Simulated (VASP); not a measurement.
Calculation: vdW-DF2, VASP's PBE PAW potentials (set 64) (plane waves; VASP).

VASP ran on this input.

File POSCAR:
```
SrCl2
1
    0.0000000000     3.5867763879     3.5867763879
    3.5867763879     0.0000000000     3.5867763879
    3.5867763879     3.5867763879     0.0000000000
Sr Cl
1 2
Direct
  0.0000000000   0.0000000000   0.0000000000
  0.2500000000   0.2500000000   0.2500000000
  0.7500000000   0.7500000000   0.7500000000
```

**INCAR**
```
# general
SYSTEM   = SrCl2
PREC     = Accurate
ENCUT    = 520
LREAL    = .False.
LASPH    = .True.

# electronic loop
EDIFF    = 1E-7
NELM     = 100
ALGO     = Normal
LMAXMIX  = 4

# smearing
ISMEAR   = 0
SIGMA    = 0.05

# functional
GGA      = ML
LUSE_VDW = .True.
AGGAC    = 0.0
ZAB_VDW  = -1.8867

# ions
ISIF     = 2

# output
LWAVE    = .False.
LCHARG   = .False.
```

**KPOINTS**
```
kpoints
0
gamma
6 6 6
0 0 0
```

POTCAR, in this order: Sr_sv Cl (PBE.64 set). Program: vasp_std.

The resulting files:

OSZICAR:
```
       N       E                     dE             d eps       ncg     rms          rms(c)
DAV:   1     0.162255513922E+03    0.16226E+03   -0.11611E+04   512   0.134E+03
DAV:   2     0.199775946898E+01   -0.16026E+03   -0.15744E+03   688   0.250E+02
DAV:   3    -0.790114443160E+01   -0.98989E+01   -0.98903E+01   704   0.674E+01
DAV:   4    -0.829697198460E+01   -0.39583E+00   -0.39574E+00   960   0.107E+01
DAV:   5    -0.829925547429E+01   -0.22835E-02   -0.22835E-02   736   0.793E-01    0.984E+00
DAV:   6    -0.772736842291E+01    0.57189E+00   -0.15981E+00   688   0.686E+00    0.719E+00
DAV:   7    -0.766372183456E+01    0.63647E-01   -0.54671E-01   768   0.411E+00    0.342E+00
DAV:   8    -0.764996381183E+01    0.13758E-01   -0.70571E-02   688   0.180E+00    0.374E-01
DAV:   9    -0.764897678323E+01    0.98703E-03   -0.65888E-03   736   0.441E-01    0.181E-01
DAV:  10    -0.764859506720E+01    0.38172E-03   -0.78596E-04   672   0.215E-01    0.694E-02
DAV:  11    -0.764855510029E+01    0.39967E-04   -0.17339E-04   704   0.982E-02    0.195E-02
DAV:  12    -0.764855576516E+01   -0.66487E-06   -0.39173E-06   728   0.139E-02    0.123E-02
DAV:  13    -0.764855615887E+01   -0.39371E-06   -0.12973E-06   704   0.109E-02    0.238E-03
DAV:  14    -0.764855617983E+01   -0.20965E-07   -0.49988E-08   616   0.175E-03
   1 F= -.76485562E+01 E0= -.76485562E+01  d E =-.175353E-11
```

OUTCAR:
```
------------------------ aborting loop because EDIFF is reached ----------------------------------------
  FORCE on cell =-STRESS in cart. coord.  units (eV):
  Direction    XX          YY          ZZ          XY          YZ          ZX
  --------------------------------------------------------------------------------------
  Total       -0.5421274     -0.5421274     -0.5421274      0.0000000      0.0000000      0.0000000
  in kB       -9.4117200     -9.4117200     -9.4117200      0.0000000      0.0000000      0.0000000
  external PRESSURE =      -9.4117200 kB  Pullay stress =       0.0000000 kB
  volume of cell :       92.29
      direct lattice vectors                 reciprocal lattice vectors
     0.000000000  3.586776388  3.586776388    -0.139400940  0.139400940  0.139400940
     3.586776388  0.000000000  3.586776388     0.139400940 -0.139400940  0.139400940
     3.586776388  3.586776388  0.000000000     0.139400940  0.139400940 -0.139400940
 POSITION                                       TOTAL-FORCE (eV/Angst)
 -----------------------------------------------------------------------------------
      0.00000      0.00000      0.00000        -0.000000     -0.000000     -0.000000
      1.79339      1.79339      1.79339         0.000000      0.000000      0.000000
      5.38016      5.38016      5.38016        -0.000000     -0.000000     -0.000000
 -----------------------------------------------------------------------------------
    total drift:                               -0.000000     -0.000000      0.000000
  FREE ENERGIE OF THE ION-ELECTRON SYSTEM (eV)
  ---------------------------------------------------
  free  energy   TOTEN  =        -7.6485561798 eV

  energy  without entropy=       -7.6485561798  energy(sigma->0) =       -7.64855618
```
(Selected blocks of OUTCAR.)

The compound is SrCl2 in the fluorite structure. This cell is one point of a volume scan, at 1.03 of the reference volume.
